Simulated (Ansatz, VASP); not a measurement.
## Zn15PbO16 (a cell with a defect) (zincite): VASP beside Ansatz

The input INCAR:

```
PREC     = Accurate       # precision mode
ENCUT    = 520            # plane-wave cutoff, eV
EDIFF    = 1E-8           # SCF threshold, eV
ISMEAR   = -1             # smearing method
SIGMA    = 0.01           # smearing width, eV
LREAL    = Auto         
LASPH    = True           # aspherical terms in the spheres
NELM     = 100            # most SCF steps
ALGO     = Fast           # electronic algorithm
ISIF     = 2              # what is computed and relaxed
LWAVE    = False          # write WAVECAR
LCHARG   = False          # write CHGCAR
GGA      = PE             # functional
LEFG     = True         
NBANDS   = 167            # bands
```

File KPOINTS:

```
Automatic mesh
0
Gamma
  3 3 2
```

POSCAR

```
Zn15PbO16
1.0
    6.4986160000      0.0000000000      0.0000000000
   -3.2493080000      5.6279665454      0.0000000000
    0.0000000000      0.0000000000     10.4114180000
Pb Zn O
1 15 16
Direct
    0.1666666666      0.3333333334      0.2500000000
    0.1666666666      0.3333333334      0.7500000000
    0.1666666666      0.8333333334      0.2500000000
    0.1666666666      0.8333333334      0.7500000000
    0.6666666666      0.3333333334      0.2500000000
    0.6666666666      0.3333333334      0.7500000000
    0.6666666666      0.8333333334      0.2500000000
    0.6666666666      0.8333333334      0.7500000000
    0.3333333334      0.1666666666      0.0000000000
    0.3333333334      0.1666666666      0.5000000000
    0.3333333334      0.6666666666      0.0000000000
    0.3333333334      0.6666666666      0.5000000000
    0.8333333334      0.1666666666      0.0000000000
    0.8333333334      0.1666666666      0.5000000000
    0.8333333334      0.6666666666      0.0000000000
    0.8333333334      0.6666666666      0.5000000000
    0.3333333334      0.1666666666      0.1895050000
    0.3333333334      0.1666666666      0.6895050000
    0.3333333334      0.6666666666      0.1895050000
    0.3333333334      0.6666666666      0.6895050000
    0.8333333334      0.1666666666      0.1895050000
    0.8333333334      0.1666666666      0.6895050000
    0.8333333334      0.6666666666      0.1895050000
    0.8333333334      0.6666666666      0.6895050000
    0.1666666666      0.3333333334      0.4395050000
    0.1666666666      0.3333333334      0.9395050000
    0.1666666666      0.8333333334      0.4395050000
    0.1666666666      0.8333333334      0.9395050000
    0.6666666666      0.3333333334      0.4395050000
    0.6666666666      0.3333333334      0.9395050000
    0.6666666666      0.8333333334      0.4395050000
    0.6666666666      0.8333333334      0.9395050000
```

Input for Ansatz:

```yaml
crystal:
  lattice:
    - [6.498616, 0.0, 0.0]
    - [-3.249308, 5.6279665454, 0.0]
    - [0.0, 0.0, 10.411418]
  atoms:
    - { symbol: Pb, position: [0.1666666666, 0.3333333334, 0.25] }
    - { symbol: Zn, position: [0.1666666666, 0.3333333334, 0.75] }
    - { symbol: Zn, position: [0.1666666666, 0.8333333334, 0.25] }
    - { symbol: Zn, position: [0.1666666666, 0.8333333334, 0.75] }
    - { symbol: Zn, position: [0.6666666666, 0.3333333334, 0.25] }
    - { symbol: Zn, position: [0.6666666666, 0.3333333334, 0.75] }
    - { symbol: Zn, position: [0.6666666666, 0.8333333334, 0.25] }
    - { symbol: Zn, position: [0.6666666666, 0.8333333334, 0.75] }
    - { symbol: Zn, position: [0.3333333334, 0.1666666666, 0.0] }
    - { symbol: Zn, position: [0.3333333334, 0.1666666666, 0.5] }
    - { symbol: Zn, position: [0.3333333334, 0.6666666666, 0.0] }
    - { symbol: Zn, position: [0.3333333334, 0.6666666666, 0.5] }
    - { symbol: Zn, position: [0.8333333334, 0.1666666666, 0.0] }
    - { symbol: Zn, position: [0.8333333334, 0.1666666666, 0.5] }
    - { symbol: Zn, position: [0.8333333334, 0.6666666666, 0.0] }
    - { symbol: Zn, position: [0.8333333334, 0.6666666666, 0.5] }
    - { symbol: O, position: [0.3333333334, 0.1666666666, 0.189505] }
    - { symbol: O, position: [0.3333333334, 0.1666666666, 0.689505] }
    - { symbol: O, position: [0.3333333334, 0.6666666666, 0.189505] }
    - { symbol: O, position: [0.3333333334, 0.6666666666, 0.689505] }
    - { symbol: O, position: [0.8333333334, 0.1666666666, 0.189505] }
    - { symbol: O, position: [0.8333333334, 0.1666666666, 0.689505] }
    - { symbol: O, position: [0.8333333334, 0.6666666666, 0.189505] }
    - { symbol: O, position: [0.8333333334, 0.6666666666, 0.689505] }
    - { symbol: O, position: [0.1666666666, 0.3333333334, 0.439505] }
    - { symbol: O, position: [0.1666666666, 0.3333333334, 0.939505] }
    - { symbol: O, position: [0.1666666666, 0.8333333334, 0.439505] }
    - { symbol: O, position: [0.1666666666, 0.8333333334, 0.939505] }
    - { symbol: O, position: [0.6666666666, 0.3333333334, 0.439505] }
    - { symbol: O, position: [0.6666666666, 0.3333333334, 0.939505] }
    - { symbol: O, position: [0.6666666666, 0.8333333334, 0.439505] }
    - { symbol: O, position: [0.6666666666, 0.8333333334, 0.939505] }
kpoints:
  mp_grid: { grid: [3, 3, 2] }
scf:
  occupations: { method: fermi_dirac, width: 0.01 }
hamiltonian:
  xc: pbe
  pseudopotentials: { kind: paw }
output:
  forces: true
  stress: true
  populations: true
  efg:
    quadrupole_moments_barn: { Zn: 0.122, O: -0.02558 }
    contact_densities: true
  write_density: true
  write_potential: true
  elf: true
  volumetric_format: npy
```

Alike in both runs: task electric field gradients; functional PBE; k mesh 3 × 3 × 2; occupations fermi-dirac, width 0.01 eV; no spin polarisation.

|  | VASP | Ansatz |
| --- | --- | --- |
| version | VASP 6.6.1 | Ansatz 0.2.0 |
| potentials or method | VASP PAW PBE potentials, release 64 (Pb_d, Zn, O) | plane-wave PAW, scalar-relativistic |
| plane-wave cutoff (eV) | 520 | 420 |
| valence electrons in the cell | 290 | 290 |

Ansatz gave:

```
pressure (GPa)                                                 : 13.0
largest component of the traceless stress (GPa)                : 1.30
rms of the force components (eV/Å)                             : 0.897
Vzz of the field gradient on the site that differs most (V/Å²) : 11.5
```

Q: Which values does VASP return?

A: Pressure (GPa): 14.1; largest component of the traceless stress (GPa): 1.36; rms of the force components (eV/Å): 0.893; Vzz of the field gradient on the site that differs most (V/Å²): 8.9.

Atom by atom the forces differ by 0.004 eV/Å (rms over components). The functional is the same, so the differences come from potentials, cutoffs and numerics. Ansatz warned: «gradients_without_spin_orbit».

Caveats: the k mesh is coarse (spacing up to 0.37 Å⁻¹), so the values aren't converged. The runs have no spin-orbit coupling, so splittings on Pb are missing.
